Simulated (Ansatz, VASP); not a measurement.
# NaSnF3 in two plane-wave programs

Wanted: the spread between two codes on one cell, functional and k mesh. The cell is generated by rule, not measured, and may not be a known phase. Of the first pair: The cell is taken from a series of runs on this material, whose earlier steps may have relaxed, scaled, displaced or heated it; both programs get it as it stands.

Main program and level: Ansatz 0.2.0; plane waves, with VASP 6.6.1 beside it; relaxation of cell and atoms at LDA.

## Step 1: Starting point

Symmetry: R3m, No. 160, trigonal system. The conventional cell has a = 6.820 Å, b = 6.820 Å, c = 6.168 Å, α = 90.00°, β = 90.00°, γ = 120.00°. Na has 3 F at 2.22 Å nearest. Nearest to Sn lie 6 F at 2.11 to 2.49 Å. Nearest to F lie 2 Sn at 2.11 to 2.49 Å and 1 Na at 2.22 Å. Farther neighbours and most contacts between anions are not listed.

As a file:

```xyz
5
Lattice="3.4098 1.9686 2.0561 -3.4098 1.9686 2.0561 0.0000 -3.9373 2.0561" Properties=species:S:1:pos:R:3 pbc="T T T"
Na    0.0000    0.0000    0.2535
Sn    0.0000    0.0000    3.3259
F     1.3188   -0.7614    1.8690
F    -1.3188   -0.7614    1.8690
F     0.0000    1.5228    1.8690
```

## Step 2: VASP: relaxation of cell and atoms, LDA, pair 1

The relaxed volume is the usual yardstick between codes: in a stiff, nearly cubic crystal its relative difference is about their pressure difference at one cell divided by the bulk modulus.

Lines of VASP's logs that name or quote its potential files are left out, and so is its time.

Contents of INCAR:

```
SYSTEM = NaSnF3
PREC = Accurate
ENCUT = 600
EDIFF = 1E-07
NELM = 120
ISMEAR = 0
SIGMA = 0.01
LREAL = .FALSE.
ALGO = Normal
GGA = CA
NBANDS = 27
LORBIT = 11
LWAVE = .FALSE.
LCHARG = .FALSE.
ISIF = 3
IBRION = 2
NSW = 80
EDIFFG = -0.005
LASPH = .TRUE.
GGA_COMPAT = .FALSE.
NELMIN = 4
EFERMI = MIDGAP
KPAR = 2
```

Contents of POSCAR:

```
NaSnF3
1.0
    3.4097630000      1.9686280000      2.0561260000
   -3.4097630000      1.9686280000      2.0561260000
    0.0000000000     -3.9372550000      2.0561260000
Na Sn F
1 1 3
Direct
    0.0410939437      0.0410939437      0.0410939542
    0.5391925914      0.5391925914      0.5391927283
    0.4319250716      0.0451547887      0.4319252299
    0.0451547887      0.4319250716      0.4319252299
    0.4319251530      0.4319251530      0.0451547842
```

Contents of KPOINTS:

```
Automatic mesh
0
Gamma
6 6 6
0 0 0
```

The projector-augmented-wave data sets are Na_pv, Sn_d and F (LDA family, release 64).

Launch:

```bash
> mpirun -np 2 vasp_std
```

Numbers of over 12 decimals in the logs are rounded to 6 here.

What it wrote:

```text
[banner, memory and clock lines left out]
running    2 mpi-ranks, on    1 nodes
 distrk:  each k-point on    1 cores,    2 groups
 distr:  one band on    1 cores,    1 groups

 POSCAR found type information on POSCAR NaSnF
 POSCAR found :  3 types and       5 ions
 LDA part: xc-table for (Slater(with rela. corr.)+CA(PZ))
 , standard interpolation
 POSCAR, INCAR and KPOINTS ok, starting setup
 FFT: planning ... GRIDC
 FFT: planning ... GRID_SOFT
 FFT: planning ... GRID
 WAVECAR not read
 entering main loop
       N       E                     dE             d eps       ncg     rms          rms(c)
DAV:   1     0.547046886814E+03    0.54705E+03   -0.22664E+04  1750   0.225E+03
DAV:   2     0.455195885680E+02   -0.50153E+03   -0.48314E+03  1976   0.585E+02
DAV:   3    -0.242273984739E+02   -0.69747E+02   -0.68668E+02  1936   0.204E+02
DAV:   4    -0.270398540721E+02   -0.28125E+01   -0.28043E+01  1984   0.433E+01
DAV:   5    -0.271062902898E+02   -0.66436E-01   -0.66422E-01  1852   0.693E+00    0.908E+00
DAV:   6    -0.247275289111E+02    0.23788E+01   -0.93029E+00  2571   0.270E+01    0.366E+00
DAV:   7    -0.246569054524E+02    0.70623E-01   -0.45715E-01  1743   0.476E+00    0.183E+00
DAV:   8    -0.246050307274E+02    0.51875E-01   -0.78850E-02  2139   0.383E+00    0.312E-01
DAV:   9    -0.246041628571E+02    0.86787E-03   -0.13866E-02  2724   0.171E+00    0.154E-01
DAV:  10    -0.246047860591E+02   -0.62320E-03   -0.44697E-03  1812   0.544E-01    0.502E-02
DAV:  11    -0.246048083464E+02   -0.22287E-04   -0.18508E-04  2113   0.136E-01    0.256E-02
DAV:  12    -0.246048102706E+02   -0.19242E-05   -0.22070E-05  2544   0.434E-02    0.858E-03
DAV:  13    -0.246048104532E+02   -0.18266E-06   -0.37351E-06  2327   0.228E-02    0.223E-03
DAV:  14    -0.246048104827E+02   -0.29489E-07   -0.35503E-07  1859   0.467E-03
   1 F= -.24604810E+02 E0= -.24604810E+02  d E =-.246048E+02
[... from here on, the cycles between the ionic steps are left out ...]
   2 F= -.24606016E+02 E0= -.24606016E+02  d E =-.120541E-02
   3 F= -.24606055E+02 E0= -.24606055E+02  d E =-.124421E-02
   4 F= -.24606647E+02 E0= -.24606647E+02  d E =-.592244E-03
   5 F= -.24607090E+02 E0= -.24607090E+02  d E =-.103509E-02
   6 F= -.24607094E+02 E0= -.24607094E+02  d E =-.103909E-02
   7 F= -.24607094E+02 E0= -.24607094E+02  d E =-.103901E-02
   8 F= -.24607103E+02 E0= -.24607103E+02  d E =-.970142E-05
   9 F= -.24607104E+02 E0= -.24607104E+02  d E =-.106607E-04
 curvature:  -0.97 expect dE=-0.520E-05 dE for cont linesearch -0.448E-08
 trial: gam= 0.49372 g(F)=  0.356E-05 g(S)=  0.177E-05 ort = 0.228E-06 (trialstep = 0.144E+01)
 search vector abs. value=  0.832E-05
 bond charge predicted
       N       E                     dE             d eps       ncg     rms          rms(c)
DAV:   1    -0.246071204274E+02   -0.16072E-04   -0.48611E-03  2062   0.582E-01    0.403E-02
DAV:   2    -0.246071105056E+02    0.99219E-05   -0.22050E-04  1824   0.116E-01    0.138E-02
DAV:   3    -0.246071078045E+02    0.27011E-05   -0.12934E-05  2318   0.561E-02    0.658E-03
DAV:   4    -0.246071068461E+02    0.95837E-06   -0.25482E-06  2365   0.282E-02    0.211E-03
DAV:   5    -0.246071068372E+02    0.89149E-08   -0.89871E-07  1722   0.812E-03
  10 F= -.24607107E+02 E0= -.24607107E+02  d E =-.247729E-05
 trial-energy change:   -0.000002  1 .order   -0.000002   -0.000008    0.000003
 step:   1.0294(harm=  1.0294)  dis= 0.00025  next Energy=   -24.607107 (dE=-0.280E-05)
 reached required accuracy - stopping structural energy minimisation
```

Parts of OUTCAR (step 2):

```text
ion  position               nearest neighbor table
   1  0.041  0.041  0.041-   3 2.22   4 2.22   5 2.22   2 3.07   2 3.10
   2  0.539  0.539  0.539-   3 2.11   4 2.11   5 2.11   5 2.49   4 2.49   3 2.49   1 3.07   1 3.10

  LATTYP: Found a trigonal (rhomboedric) cell.
 ALAT       =     4.4418052689
 COS(alpha) =    -0.1785807774

 Subroutine GETGRP returns: Found  6 space group operations
 (whereof  6 operations were pure point group operations)

The static configuration has the point symmetry C_3v.

 Found     32 irreducible k-points:

   k-points           NKPTS =     32   k-points in BZ     NKDIM =     32   number of bands    NBANDS=     27

   dimension x,y,z NGX =    36 NGY =   36 NGZ =   36
   dimension x,y,z NGXF=    72 NGYF=   72 NGZF=   72

   ENCUT  =  600.0 eV  44.10 Ry    6.64 a.u.   8.87  8.87  8.87*2*pi/ulx,y,z

   NELECT =      42.0000    total number of electrons

 k-points in reciprocal lattice and weights: Automatic mesh
   0.00000000  0.00000000  0.00000000       0.005
   0.16666667 -0.00000000  0.00000000       0.028
   0.33333333 -0.00000000 -0.00000000       0.028
   0.50000000 -0.00000000  0.00000000       0.014
   0.16666667  0.16666667  0.00000000       0.028
   0.33333333  0.16666667  0.00000000       0.056
   0.50000000  0.16666667  0.00000000       0.056
  -0.33333333  0.16666667  0.00000000       0.056
  -0.16666667  0.16666667  0.00000000       0.028
[...]
-0.33333333  0.50000000  0.33333333       0.028
   0.50000000  0.50000000  0.50000000       0.005

 average (electrostatic) potential at core
       1 -45.2523       2-103.7837       3 -76.8001       4 -76.8001       5 -76.8001

 E-fermi :   3.1509

 k-point     1 :       0.0000    0.0000    0.0000
  band No.  band energies     occupation
    ...
     17      -2.0237      2.00000
     18      -1.9250      2.00000
     19      -1.6852      2.00000
     20      -1.6852      2.00000
     21      -0.6777      2.00000
     22       6.0537      0.00000
     23       8.0647      0.00000
     24       8.0647      0.00000
     25       8.4900      0.00000
     26      11.3431      0.00000
    ...

 k-point     2 :       0.1667   -0.0000    0.0000
  band No.  band energies     occupation
    ...
     17      -2.1094      2.00000
     18      -1.9079      2.00000
     19      -1.7422      2.00000
     20      -1.6474      2.00000
     21      -0.2780      2.00000
     22       5.8775      0.00000
     23       7.5100      0.00000
     24       8.0896      0.00000
     25       9.1205      0.00000
     26      11.1258      0.00000
    ...

 k-point     3 :       0.3333   -0.0000   -0.0000
  band No.  band energies     occupation
    ...
     17      -2.2272      2.00000
     18      -1.8928      2.00000
     19      -1.7841      2.00000
     20      -1.6072      2.00000
     21       0.4516      2.00000
     22       5.2813      0.00000
     23       7.5582      0.00000
     24       8.1195      0.00000
     25       9.4305      0.00000
     26      10.6880      0.00000
    ...

  Total        0.0049080      0.0049080      0.0124254      0.0000000      0.0000000      0.0000000
  in kB        0.0957951      0.0957951      0.2425238      0.0000000      0.0000000      0.0000000
  external PRESSURE =       0.1447047 kB  Pullay stress =       0.0000000 kB

  energy-cutoff  :      600.00
  volume of cell :       82.09
      direct lattice vectors                 reciprocal lattice vectors
     3.395094250  1.960158991  2.055763529     0.147271317  0.085027131  0.162145743
    -3.395094250  1.960158991  2.055763529    -0.147271317  0.085027131  0.162145743
    -0.000000000 -3.920316986  2.055763530     0.000000000 -0.170054262  0.162145784

 POSITION                                       TOTAL-FORCE (eV/Angst)
 -----------------------------------------------------------------------------------
     -0.00000     -0.00000      0.25249         0.000000      0.000000      0.000707
     -0.00000      0.00000      3.34019         0.000000      0.000000      0.002626
      1.31970     -0.76193      1.86407        -0.000477      0.000275     -0.001111
     -1.31970     -0.76193      1.86407         0.000477      0.000275     -0.001111
     -0.00000      1.52386      1.86407        -0.000000     -0.000551     -0.001111
 -----------------------------------------------------------------------------------
    total drift:                               -0.000000      0.002138     -0.000572

  FREE ENERGIE OF THE ION-ELECTRON SYSTEM (eV)
  ---------------------------------------------------
  free  energy   TOTEN  =       -24.6071068372 eV

  energy  without entropy=      -24.6071068372  energy(sigma->0) =      -24.60710684

 reached required accuracy - stopping structural energy minimisation

 total charge
# of ion       s       p       d       tot
------------------------------------------
    1        0.049   5.984   0.000   6.032
    2        1.340   0.665  10.087  12.092
    3        1.730   4.332   0.000   6.062
    4        1.730   4.332   0.000   6.062
    5        1.730   4.332   0.000   6.062
--------------------------------------------------
tot          6.580  19.644  10.087  36.311

[... 3 further parts left out ...]
```

CONTCAR:

```
NaSnF3
   1.00000000000000
     3.3950942500721966    1.9601589907408525    2.0557635294382179
    -3.3950942500721966    1.9601589907408525    2.0557635294382179
    -0.0000000000000000   -3.9203169859736917    2.0557635296155712
  Na              Sn              F
     1     1     3
Direct
     0.0409401657259451    0.0409401657259451    0.0409401762259168
     0.5415981971158014    0.5415981971158014    0.5415983340154795
     0.4318200181338390    0.0431130678905280    0.4318201764340089
     0.0431130678905280    0.4318200181338390    0.4318201764340089
     0.4318200995338908    0.4318200995338908    0.0431130633905945
```

The run keeps the 6 symmetry operations of its start, so it cannot find a distortion of lower symmetry.

(Part 1 of 3 ends here.)

[Lines on the potential files, build, host, timing and source positions are cut from VASP's logs without a mark.]

[Logs are printed without paths, hosts, clocks, repeated set-up lines and the standing remarks that a program may print on its own settings, such as how far it seeks lower states.]

[Hosts, paths, dates, database ids (printed as entryN), source tags and the programs' standing remarks are cut or masked in the printed files.]
